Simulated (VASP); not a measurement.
Here is the system:

```
CdTe
1.0
    0.00000     3.28171     3.28171
    3.28171     0.00000     3.28171
    3.28171     3.28171     0.00000
Cd Te
1 1
Direct
  0.00000   0.00000   0.00000
  0.25000   0.25000   0.25000
```

The numbers are results of r2SCAN meta-GGA, VASP's PBE PAW potentials (set 64) (plane waves; VASP), not measurements. Numerical set-up: 520 eV cut-off, 8×8×8 Γ-centred mesh, tetrahedra with Blöchl corrections, potentials Cd Te.

Unless said otherwise, spin-orbit coupling is left out, though it shifts the bands of the heavy elements here.

Question: What does the run give for the energy per atom (σ→0), band gap (over mesh and band path) with the smallest direct gap where there is one?

Answer: 
* **band gap (over mesh and band path)**: 1.15 eV
* **smallest direct gap (over mesh and band path)**: 1.15 eV
* **energy per atom (σ→0)**: -23.323 eV/atom

Total energies compare only between runs with the same potentials, cut-off and functional.

The compound is CdTe in the zinc blende structure. It was relaxed first.
